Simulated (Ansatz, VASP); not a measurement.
**SbC in VASP and in Ansatz**

```xyz
2
Lattice="3.1147 0.0000 0.0000 0.0000 3.1147 0.0000 0.0000 0.0000 3.1147" Properties=species:S:1:pos:R:3 pbc="T T T"
Sb    1.5573    1.5573    1.5573
C     0.0000    0.0000    0.0000
```

The cell was built by a generator and needn't be a form met in nature.

Alike in both runs: task relaxation of cell and atoms; functional PBEsol; k mesh 9 × 9 × 9; occupations fermi-dirac, width 0.05 eV; no spin polarisation.

|  | VASP | Ansatz |
| --- | --- | --- |
| version | VASP 6.6.1 | Ansatz 0.2.0 |
| potentials or method | VASP PAW PBE potentials, release 64 (Sb, C) | Ansatz PAW |
| plane-wave cutoff (eV) | 600 | 420 |
| valence electrons in the cell | 9 | 19 |

Ansatz gave:

```
gap on the k mesh at the Fermi level, each at its own relaxed structure (eV) : none
relaxed volume (Å³/atom)                                                     : 14.40
relaxed cell length with the largest relative difference (Å)                 : 3.066
energy change over the relaxation (meV/atom)                                 : -12
```

What did VASP give for the same quantities?

gap on the k mesh at the Fermi level, each at its own relaxed structure (eV): none; relaxed volume (Å³/atom): 14.36; relaxed cell length with the largest relative difference (Å): 3.063; energy change over the relaxation (meV/atom): -13.

A gap of «none» marks a metal or a gap that the smearing closes. The two sets of potentials don't hold the same shells in valence.

Caveats: the bands computed are all filled at some k points, so no gap is given (VASP); the PAW data sets were made with another functional, which shifts forces and pressure a little (VASP); the plane-wave basis is chosen anew once the cell has moved, so the energies of steps on either side of that aren't comparable (Ansatz); the PAW data sets come from PBE, with cores solved anew for the run's functional, which leaves a small shift of forces and pressure (Ansatz). Spin-orbit coupling is left out, which matters for the levels of Sb.
